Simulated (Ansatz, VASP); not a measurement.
## CO2 in two plane-wave programs

Wanted: the spread between two codes on one cell, functional and k mesh. The cell is taken from a series of runs on this material, whose earlier steps may have relaxed, scaled, displaced or heated it; both programs get it as it stands.

Calculated with Ansatz 0.2.0; plane waves, with VASP 6.6.1 beside it; zone-centre phonons at LDA.

## (1) The structure

It takes space group P4_2/mnm (No. 136, tetragonal). The conventional cell has a = 4.118 Å, b = 4.118 Å, c = 4.335 Å, α = 90.00°, β = 90.00°, γ = 90.00°. Nearest to C lie 2 O at 1.16 Å. Nearest to O lie 1 C at 1.16 Å. Farther neighbours and most contacts between anions are not listed.

As a file:

```cif
data_structure
_symmetry_space_group_name_H-M 'P 1'
_symmetry_Int_Tables_number 1
_cell_length_a 4.1182
_cell_length_b 4.1182
_cell_length_c 4.3355
_cell_angle_alpha 90.000
_cell_angle_beta 90.000
_cell_angle_gamma 90.000
_cell_volume 73.53
loop_
_atom_site_label
_atom_site_type_symbol
_atom_site_fract_x
_atom_site_fract_y
_atom_site_fract_z
_atom_site_occupancy
C1 C 0.50000 0.50000 0.50000 1
C2 C 0.00000 0.00000 0.00000 1
O3 O 0.30066 0.69934 0.50000 1
O4 O 0.69934 0.30066 0.50000 1
O5 O 0.19934 0.19934 0.00000 1
O6 O 0.80066 0.80066 0.00000 1
```

## (2) VASP: zone-centre phonons, LDA

Second derivatives magnify differences that forces hide, and they need a tight electronic threshold.

Lines of VASP's logs that name or quote its potential files are left out, and so is its time.

Contents of INCAR:

```
SYSTEM = CO2
PREC = Accurate
ENCUT = 600
EDIFF = 1E-08
NELM = 120
ISMEAR = 0
SIGMA = 0.01
LREAL = .FALSE.
ALGO = Normal
GGA = CA
NBANDS = 22
LORBIT = 11
LWAVE = .FALSE.
LCHARG = .FALSE.
ISIF = 2
IBRION = 8
LEPSILON = .TRUE.
LASPH = .TRUE.
GGA_COMPAT = .FALSE.
EFERMI = MIDGAP
KPAR = 2
```

Contents of POSCAR:

```
CO2
1.0
    4.1181686131      0.0000000000      0.0000000000
    0.0000000000      4.1181686131      0.0000000000
    0.0000000000      0.0000000000      4.3354761800
C O
2 4
Direct
    0.5000000000      0.5000000000      0.5000000000
    0.0000000000      0.0000000000      0.0000000000
    0.3006590153      0.6993409847      0.5000000000
    0.6993409847      0.3006590153      0.5000000000
    0.1993409847      0.1993409847      0.0000000000
    0.8006590153      0.8006590153      0.0000000000
```

Contents of KPOINTS:

```
Automatic mesh
0
Gamma
6 6 4
0 0 0
```

PAW data sets: C and O (LDA family, release 64).

Command:

```
> mpirun -np 2 vasp_std
```

Numbers of over 12 decimals in the logs are rounded to 6 here.

Log:

```text
[banner, memory and clock lines left out]
running    2 mpi-ranks, on    1 nodes
 distrk:  each k-point on    1 cores,    2 groups
 distr:  one band on    1 cores,    1 groups

 POSCAR found type information on POSCAR C O
 POSCAR found :  2 types and       6 ions
 LDA part: xc-table for (Slater(with rela. corr.)+CA(PZ))
 , standard interpolation
 POSCAR, INCAR and KPOINTS ok, starting setup
 FFT: planning ... GRIDC
 FFT: planning ... GRID_SOFT
 FFT: planning ... GRID
 WAVECAR not read
 entering main loop
       N       E                     dE             d eps       ncg     rms          rms(c)
DAV:   1     0.180012153885E+03    0.18001E+03   -0.18696E+04  1320   0.151E+03
DAV:   2    -0.425853288400E+02   -0.22260E+03   -0.21368E+03  1808   0.316E+02
DAV:   3    -0.530739278141E+02   -0.10489E+02   -0.10427E+02  1632   0.711E+01
DAV:   4    -0.531706215282E+02   -0.96694E-01   -0.96553E-01  1440   0.793E+00
DAV:   5    -0.531718792667E+02   -0.12577E-02   -0.12576E-02  1554   0.894E-01    0.135E+01
DAV:   6    -0.501519307809E+02    0.30199E+01   -0.88382E+00  1530   0.222E+01    0.608E+00
DAV:   7    -0.498966287885E+02    0.25530E+00   -0.41272E-01  1572   0.519E+00    0.334E+00
DAV:   8    -0.498116754034E+02    0.84953E-01   -0.31734E-01  1506   0.377E+00    0.734E-01
DAV:   9    -0.498050739127E+02    0.66015E-02   -0.27249E-02  1500   0.126E+00    0.308E-01
DAV:  10    -0.498049102740E+02    0.16364E-03   -0.34243E-03  1596   0.441E-01    0.486E-02
DAV:  11    -0.498049462139E+02   -0.35940E-04   -0.51216E-05  1428   0.536E-02    0.161E-02
DAV:  12    -0.498049537991E+02   -0.75852E-05   -0.51160E-06  1560   0.172E-02    0.390E-03
DAV:  13    -0.498049538287E+02   -0.29625E-07   -0.51004E-07  1608   0.523E-03    0.111E-03
DAV:  14    -0.498049538466E+02   -0.17840E-07   -0.59377E-08  1452   0.177E-03    0.210E-04
DAV:  15    -0.498049538472E+02   -0.63346E-09   -0.14502E-09   774   0.314E-04
   1 F= -.49804954E+02 E0= -.49804954E+02  d E =0.000000E+00
 Linear response reoptimize wavefunctions to high precision
DAV:   1    -0.498049538473E+02   -0.69576E-10   -0.36605E-10   864   0.152E-04
 Linear response G [H, r] |phi>, progress :
  Direction:   1
       N       E                     dE             d eps       ncg     rms
RMM:   1    -0.121806972710E+03   -0.12181E+03    0.38152E+01  3099   0.102E+02
RMM:   2    -0.114617381839E+03    0.71896E+01   -0.67490E+00  2122   0.190E+01
RMM:   3    -0.114672251807E+03   -0.54870E-01   -0.83175E-02  2172   0.196E+00
RMM:   4    -0.114673230038E+03   -0.97823E-03   -0.19008E-03  2228   0.273E-01
RMM:   5    -0.114673255035E+03   -0.24997E-04   -0.39854E-05  2245   0.405E-02
RMM:   6    -0.114673255655E+03   -0.62065E-06    0.15555E-06  2311   0.680E-03
RMM:   7    -0.114673255674E+03   -0.18495E-07    0.30598E-06  2200   0.137E-03
RMM:   8    -0.114673255712E+03   -0.37917E-07    0.25415E-06  1850   0.501E-04
RMM:   9    -0.114673255745E+03   -0.33522E-07   -0.43991E-06  1141   0.365E-04
RMM:  10    -0.114673255778E+03   -0.32593E-07   -0.17520E-05  1002   0.357E-04
RMM:  11    -0.114673255781E+03   -0.28268E-08   -0.30469E-06   989   0.357E-04
RMM:  12    -0.114673255747E+03    0.33488E-07   -0.87012E-06   956   0.356E-04
 Linear response G [H, r] |phi>, progress :
  Direction:   2
       N       E                     dE             d eps       ncg     rms
RMM:   1    -0.123097116808E+03   -0.12310E+03    0.40441E+01  3111   0.102E+02
RMM:   2    -0.113614807802E+03    0.94823E+01   -0.79133E+00  2076   0.201E+01
RMM:   3    -0.113681450731E+03   -0.66643E-01   -0.96687E-02  2152   0.207E+00
RMM:   4    -0.113682669154E+03   -0.12184E-02   -0.23395E-03  2234   0.286E-01
RMM:   5    -0.113682703350E+03   -0.34196E-04   -0.52017E-05  2239   0.427E-02
RMM:   6    -0.113682704198E+03   -0.84774E-06   -0.10042E-06  2269   0.706E-03
RMM:   7    -0.113682704226E+03   -0.28496E-07    0.98048E-07  2180   0.129E-03
RMM:   8    -0.113682704232E+03   -0.61890E-08    0.88391E-07  1842   0.345E-04
RMM:   9    -0.113682704258E+03   -0.25490E-07   -0.20001E-05  1138   0.194E-04
RMM:  10    -0.113682704231E+03    0.26947E-07    0.65833E-07   964   0.182E-04
RMM:  11    -0.113682704234E+03   -0.31391E-08    0.25566E-06   970   0.180E-04
RMM:  12    -0.113682704228E+03    0.61462E-08    0.56272E-06   869   0.180E-04
 Linear response G [H, r] |phi>, progress :
  Direction:   3
       N       E                     dE             d eps       ncg     rms
RMM:   1    -0.112495005893E+03   -0.11250E+03    0.16813E+02  2605   0.988E+01
RMM:   2    -0.114285625769E+03   -0.17906E+01   -0.55099E+00  2079   0.155E+01
RMM:   3    -0.114347619578E+03   -0.61994E-01   -0.85531E-02  2131   0.174E+00
RMM:   4    -0.114349103952E+03   -0.14844E-02   -0.32395E-03  2186   0.299E-01
RMM:   5    -0.114349154031E+03   -0.50079E-04   -0.55409E-05  2198   0.451E-02
RMM:   6    -0.114349157154E+03   -0.31232E-05   -0.12235E-04  2230   0.713E-03
[...]
RMM:   6    -0.303582874309E+00    0.42833E-03   -0.93958E-04  3350   0.186E-01    0.475E-02
RMM:   7    -0.304516406993E+00   -0.93353E-03   -0.12839E-04  3455   0.630E-02    0.639E-03
RMM:   8    -0.304625571737E+00   -0.10916E-03   -0.20759E-05  3589   0.116E-02    0.275E-03
RMM:   9    -0.304634919399E+00   -0.93477E-05   -0.18371E-06  3585   0.321E-03    0.473E-04
[...]
RMM:  10    -0.202689888793E+00   -0.13177E-06   -0.71683E-10  1395   0.700E-05    0.119E-05
RMM:  11    -0.202689948121E+00   -0.59328E-07   -0.39283E-10   906   0.419E-05    0.157E-06
 change of polarisation eV/A/(eV/A) component  3 :    -0.011    -0.015     0.376
 dielectric tensor                  component  3 :    -0.026    -0.037     1.925
 Linear response DOF=           4
 Linear response progress:
  Degree of freedom:   1/  4
       N       E                     dE             d eps       ncg     rms          rms(c)
RMM:   1    -0.148368728865E+00   -0.14837E+00    0.39153E-01  6721   0.340E+00
RMM:   2    -0.127794517759E+00    0.20574E-01   -0.92788E-03  4062   0.698E-01    0.437E-01
RMM:   3    -0.125900662774E+00    0.18939E-02   -0.14547E-03  4179   0.269E-01    0.236E-01
RMM:   4    -0.125760420395E+00    0.14024E-03   -0.70506E-04  4258   0.208E-01    0.496E-02
RMM:   5    -0.125848839549E+00   -0.88419E-04   -0.84879E-05  4324   0.607E-02    0.154E-02
RMM:   6    -0.125754395777E+00    0.94444E-04   -0.16394E-05  4333   0.221E-02    0.271E-03
RMM:   7    -0.125762500078E+00   -0.81043E-05   -0.84318E-08  4430   0.369E-03    0.168E-03
RMM:   8    -0.125763688553E+00   -0.11885E-05    0.86526E-08  4425   0.201E-03    0.423E-04
RMM:   9    -0.125763800369E+00   -0.11182E-06    0.85990E-08  4445   0.532E-04    0.166E-04
RMM:  10    -0.125764456125E+00   -0.65576E-06   -0.53196E-08  4548   0.210E-04    0.820E-05
RMM:  11    -0.125764436728E+00    0.19397E-07   -0.13477E-08  4381   0.893E-05    0.837E-06
RMM:  12    -0.125764420449E+00    0.16279E-07   -0.65120E-08  4535   0.124E-05    0.327E-06
RMM:  13    -0.125764417529E+00    0.29200E-08   -0.34933E-08  4183   0.339E-06    0.847E-07
 first order change of Fermi-energy   0.13053E-04
 force on displaced ion       1 direction 1 :-102.300  91.063   0.000
 Born effective charge ion    1 direction 1 :   2.019  -1.073   0.000
 Linear response progress:
  Degree of freedom:   2/  4
       N       E                     dE             d eps       ncg     rms          rms(c)
RMM:   1    -0.112589651752E+00   -0.11259E+00    0.77907E-02  3307   0.202E+00
RMM:   2    -0.109350895779E+00    0.32388E-02   -0.49213E-03  2568   0.374E-01    0.181E-01
RMM:   3    -0.108716184080E+00    0.63471E-03   -0.77705E-05  2755   0.563E-02    0.108E-01
RMM:   4    -0.108065639587E+00    0.65054E-03   -0.54741E-05  2671   0.474E-02    0.568E-03
RMM:   5    -0.108000855369E+00    0.64784E-04   -0.12325E-06  2711   0.755E-03    0.140E-03
RMM:   6    -0.107980614262E+00    0.20241E-04   -0.11457E-07  2799   0.214E-03    0.554E-04
RMM:   7    -0.107981860722E+00   -0.12465E-05   -0.10688E-08  2771   0.509E-04    0.119E-04
RMM:   8    -0.107981533603E+00    0.32712E-06    0.15955E-10  2859   0.145E-04    0.304E-05
RMM:   9    -0.107981849203E+00   -0.31560E-06   -0.79498E-10  2835   0.413E-05    0.791E-06
RMM:  10    -0.107981889858E+00   -0.40656E-07   -0.30441E-09  2898   0.104E-05    0.315E-06
RMM:  11    -0.107981873823E+00    0.16035E-07   -0.55908E-09  2437   0.397E-06    0.374E-07
RMM:  12    -0.107981872398E+00    0.14250E-08    0.22489E-10  1388   0.101E-06    0.173E-07
 first order change of Fermi-energy   0.17025E-02
 force on displaced ion       1 direction 3 :   0.000   0.000 -11.188
 Born effective charge ion    1 direction 3 :   0.000   0.000   0.794
 Linear response progress:
  Degree of freedom:   3/  4
       N       E                     dE             d eps       ncg     rms          rms(c)
RMM:   1    -0.394018596974E+00   -0.39402E+00    0.26359E-01  5635   0.422E+00
RMM:   2    -0.357674360747E+00    0.36344E-01   -0.11537E-02  4011   0.870E-01    0.332E-01
RMM:   3    -0.358160271030E+00   -0.48591E-03   -0.42253E-03  4111   0.334E-01    0.168E-01
RMM:   4    -0.359241746497E+00   -0.10815E-02   -0.15892E-03  4218   0.202E-01    0.570E-02
RMM:   5    -0.359341088403E+00   -0.99342E-04   -0.70965E-05  4292   0.410E-02    0.280E-02
RMM:   6    -0.359378073344E+00   -0.36985E-04    0.15932E-05  4267   0.193E-02    0.389E-03
RMM:   7    -0.359384593029E+00   -0.65197E-05   -0.24812E-06  4414   0.307E-03    0.191E-03
RMM:   8    -0.359373394079E+00    0.11199E-04   -0.52575E-06  4417   0.266E-03    0.489E-04
RMM:   9    -0.359370322918E+00    0.30712E-05    0.20472E-06  4265   0.878E-04    0.174E-04
RMM:  10    -0.359370926203E+00   -0.60328E-06    0.35686E-07  4548   0.218E-04    0.430E-05
RMM:  11    -0.359371237989E+00   -0.31179E-06   -0.16154E-07  4505   0.563E-05    0.183E-05
RMM:  12    -0.359371287219E+00   -0.49230E-07   -0.10022E-07  4515   0.250E-05    0.423E-06
RMM:  13    -0.359371269655E+00    0.17564E-07   -0.18642E-07  4417   0.509E-06    0.191E-06
RMM:  14    -0.359371264784E+00    0.48710E-08   -0.17355E-08  3910   0.263E-06    0.449E-07
 first order change of Fermi-energy   0.46113E+00
 force on displaced ion       3 direction 1 : -54.138  50.725   0.000
 Born effective charge ion    3 direction 1 :  -1.009   0.635   0.000
 Linear response progress:
  Degree of freedom:   4/  4
       N       E                     dE             d eps       ncg     rms          rms(c)
RMM:   1    -0.362630554654E+00   -0.36263E+00    0.19333E-01  3809   0.362E+00
RMM:   2    -0.358866279555E+00    0.37643E-02   -0.54139E-03  3154   0.456E-01    0.182E-01
RMM:   3    -0.359896156568E+00   -0.10299E-02   -0.56076E-04  2923   0.141E-01    0.914E-02
RMM:   4    -0.361184663293E+00   -0.12885E-02   -0.33882E-04  2877   0.113E-01    0.157E-02
RMM:   5    -0.361187284253E+00   -0.26210E-05   -0.11722E-05  3355   0.197E-02    0.145E-03
RMM:   6    -0.361179972098E+00    0.73122E-05   -0.17412E-07  3421   0.218E-03    0.684E-04
RMM:   7    -0.361175371441E+00    0.46007E-05    0.22576E-08  3183   0.619E-04    0.190E-04
RMM:   8    -0.361176675196E+00   -0.13038E-05    0.14286E-09  3488   0.194E-04    0.606E-05
RMM:   9    -0.361177778052E+00   -0.11029E-05   -0.69316E-10  2987   0.848E-05    0.244E-05
RMM:  10    -0.361177555033E+00    0.22302E-06   -0.17985E-09  3424   0.350E-05    0.469E-06
RMM:  11    -0.361177537729E+00    0.17305E-07   -0.97635E-11  3303   0.536E-06    0.157E-06
RMM:  12    -0.361177560095E+00   -0.22367E-07   -0.60719E-12  2837   0.252E-06    0.338E-07
RMM:  13    -0.361177558566E+00    0.15291E-08   -0.22402E-10  1411   0.607E-07    0.103E-07
 first order change of Fermi-energy  -0.92676E-03
 force on displaced ion       3 direction 3 :  -0.002   0.002  -3.481
 Born effective charge ion    3 direction 3 :  -0.000   0.000  -0.397
 Born effective charges drift removed
 Linear response finished
```

(Continued in part 2 of 3.)

[Lines on the potential files, build, host, timing and source positions are cut from VASP's logs without a mark.]

[Logs are printed without paths, hosts, clocks, repeated set-up lines and the standing remarks that a program may print on its own settings, such as how far it seeks lower states.]

[Hosts, paths, dates, database ids (printed as entryN), source tags and the programs' standing remarks are cut or masked in the printed files.]
